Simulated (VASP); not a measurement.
Computed with PBE GGA, VASP's PBE PAW potentials (set 64) (plane waves; VASP).

The input files of a VASP run:

**KPOINTS**
```
Automatic mesh
0
gamma
6 6 1
```

POSCAR:
```
PbO
1
    3.9645000000     0.0000000000     0.0000000000
    0.0000000000     3.9645000000     0.0000000000
    0.0000000000     0.0000000000    16.3659340000
Pb O
2 2
Direct
  0.4999020000  -0.0002940000   0.5741330000
 -0.0031290000   0.5009000000   0.4277990000
 -0.0017740000   0.0070650000   0.4977930000
  0.5050000000   0.4923290000   0.5002750000
```

### INCAR
```
SYSTEM=PbO
PREC=Accurate; ENCUT=400; LREAL=.False.
LASPH=.True.
EDIFF=1E-6; NELM=100; ALGO=Normal
LMAXMIX=4
ISMEAR=0; SIGMA=0.2
GGA=PE
ISIF=2
LWAVE=.False.; LCHARG=.False.
```

POTCAR, in this order: Pb_d O (PBE.64 set). Program: vasp_std.

The cell holds a wide vacuum, so values per volume refer to the whole cell. Gaps are read on the run's mesh, which can miss a band edge. Unless said otherwise, spin-orbit coupling is left out, though it shifts the bands of the heavy elements here.

Problem. Predict the energy per atom (σ→0), largest force, band gap (on the k-mesh).

Solution. 
```yaml
energy per atom (σ→0): -5.357 eV/atom
band gap (on the k-mesh): 2.63 eV
largest_force: 0.961 eV/Å
```

File OSZICAR:
```
...
DAV:  16    -0.214284857698E+02   -0.32404E-03   -0.60445E-05  1432   0.950E-02    0.116E-02
DAV:  17    -0.214285581698E+02   -0.72400E-04   -0.77893E-06  1280   0.323E-02    0.800E-03
DAV:  18    -0.214286821710E+02   -0.12400E-03   -0.25839E-05  1088   0.538E-02    0.404E-03
DAV:  19    -0.214287143994E+02   -0.32228E-04   -0.52523E-06   968   0.177E-02    0.103E-03
DAV:  20    -0.214287211846E+02   -0.67851E-05   -0.53568E-07   816   0.620E-03    0.634E-04
DAV:  21    -0.214287230236E+02   -0.18391E-05   -0.17556E-07   872   0.416E-03    0.487E-04
DAV:  22    -0.214287233263E+02   -0.30263E-06   -0.45403E-08   816   0.211E-03
   1 F= -.21428723E+02 E0= -.21428723E+02  d E =-.427783E-11
```

The cell is a sheet with vacuum, built from a generated structure.
